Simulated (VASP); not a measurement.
Computed with PBE GGA + U (Dudarev), VASP's PBE PAW potentials (set 64) (plane waves; VASP 6.6.1).

A VASP calculation is set up with these files.

File POSCAR:
```
Ta2N
1.0
  4.1573560000   0.0000000000   0.0000000000
  0.0000000000   4.1573560000   0.0000000000
  0.0000000000   0.0000000000   6.3434860000
Ta N
4 2
Direct
  0.0000000000   0.0000000000   0.0000000000
  0.5000000000   0.5000000000   0.0000000000
  0.5000000000   0.0000000000   0.2700000000
  0.0000000000   0.5000000000   0.7300000000
  0.5000000000   0.0000000000   0.7000000000
  0.0000000000   0.5000000000   0.3000000000
```

INCAR:
```
# general
SYSTEM    =  Ta2N
PREC      =  Accurate
ENCUT     =  400
LREAL     =  .FALSE.
LASPH     =  .TRUE.

# electronic loop
EDIFF     =  1E-6
NELM      =  100
ALGO      =  Normal
LMAXMIX   =  6

# smearing
ISMEAR    =  0
SIGMA     =  0.1

# functional
GGA       =  PE

# DFT+U
LDAU      =  .TRUE.
LDAUTYPE  =  2
LDAUL     =  2 -1
LDAUU     =  2.0 0
LDAUJ     =  0 0

# ions
ISIF      =  2

# output
LWAVE     =  .FALSE.
LCHARG    =  .FALSE.
```

### KPOINTS
```
Regular mesh
0
G
 5 5 3
```

POTCAR, in this order: Ta_pv N (PBE.64 set). Program: vasp_std.

Output

### OSZICAR
```
       N       E                     dE             d eps       ncg     rms          rms(c)
DAV:   1     0.444741123102E+03    0.44474E+03   -0.26248E+04   808   0.138E+03
DAV:   2    -0.257259436475E+02   -0.47047E+03   -0.46398E+03   872   0.414E+02
DAV:   3    -0.529669720808E+02   -0.27241E+02   -0.26654E+02  1056   0.845E+01
DAV:   4    -0.536708578306E+02   -0.70389E+00   -0.69412E+00   952   0.128E+01
DAV:   5    -0.536878456913E+02   -0.16988E-01   -0.16982E-01  1048   0.176E+00    0.244E+01
DAV:   6    -0.513179004109E+02    0.23699E+01   -0.65855E+01   952   0.381E+01    0.182E+01
DAV:   7    -0.482585395750E+02    0.30594E+01   -0.28990E+01  1024   0.182E+01    0.850E+00
DAV:   8    -0.479307597541E+02    0.32778E+00   -0.28701E+00  1000   0.940E+00    0.215E+00
DAV:   9    -0.479074017911E+02    0.23358E-01   -0.56484E-01   968   0.530E+00    0.768E-01
DAV:  10    -0.479050540410E+02    0.23478E-02   -0.64757E-02   984   0.162E+00    0.392E-01
DAV:  11    -0.479063608379E+02   -0.13068E-02   -0.60423E-03  1048   0.505E-01    0.101E-01
DAV:  12    -0.479063741806E+02   -0.13343E-04   -0.11293E-03   992   0.171E-01    0.501E-02
DAV:  13    -0.479063878206E+02   -0.13640E-04   -0.17791E-04  1024   0.961E-02    0.127E-02
DAV:  14    -0.479063851450E+02    0.26756E-05   -0.13650E-05  1024   0.266E-02    0.472E-03
DAV:  15    -0.479063848543E+02    0.29071E-06   -0.13767E-06   544   0.652E-03
   1 F= -.47906385E+02 E0= -.47896488E+02  d E =-.197939E-01
```

### OUTCAR
```
------------------------ aborting loop because EDIFF is reached ----------------------------------------
  FORCE on cell =-STRESS in cart. coord.  units (eV):
  Direction    XX          YY          ZZ          XY          YZ          ZX
  --------------------------------------------------------------------------------------
  Total       -7.2923378     -7.2923378      0.1956612      0.0000000      0.0000000      0.0000000
  in kB     -106.5650870   -106.5650870      2.8592550      0.0000000      0.0000000      0.0000000
  external PRESSURE =     -70.0903063 kB  Pullay stress =       0.0000000 kB
  volume of cell :      109.64
      direct lattice vectors                 reciprocal lattice vectors
     4.157356000  0.000000000  0.000000000     0.240537495  0.000000000  0.000000000
     0.000000000  4.157356000  0.000000000     0.000000000  0.240537495  0.000000000
     0.000000000  0.000000000  6.343486000     0.000000000  0.000000000  0.157642028
 POSITION                                       TOTAL-FORCE (eV/Angst)
 -----------------------------------------------------------------------------------
      0.00000      0.00000      0.00000        -0.000000     -0.000000      0.000000
      2.07868      2.07868      0.00000        -0.000000      0.000000      0.000000
      2.07868      0.00000      1.71274        -0.000000      0.000000      6.102637
      0.00000      2.07868      4.63074         0.000000      0.000000     -6.102637
      2.07868      0.00000      4.44044        -0.000000      0.000000      0.384818
      0.00000      2.07868      1.90305        -0.000000     -0.000000     -0.384818
 -----------------------------------------------------------------------------------
    total drift:                                0.000000      0.000000      0.000000
  FREE ENERGIE OF THE ION-ELECTRON SYSTEM (eV)
  ---------------------------------------------------
  free  energy   TOTEN  =       -47.9063848543 eV

  energy  without entropy=      -47.8865909691  energy(sigma->0) =      -47.89648791
```
(Selected blocks of OUTCAR.)

At this cut-off the stress carries a Pulay error, which pulls relaxed volumes low.

The structure was generated: Ta2N was put into an ordered model structure, which need not be its known phase. The cell was not relaxed at this level. The k-mesh is coarse (spacing up to 0.33 per Å, 2π included), so the numbers may not be converged in it. The run is one of a series of settings (LDAU = .TRUE., LDAUJ = 0 0, LDAUL = 2 -1, LDAUTYPE = 2, LDAUU = 2.0 0 against the base run), some of them coarse on purpose.
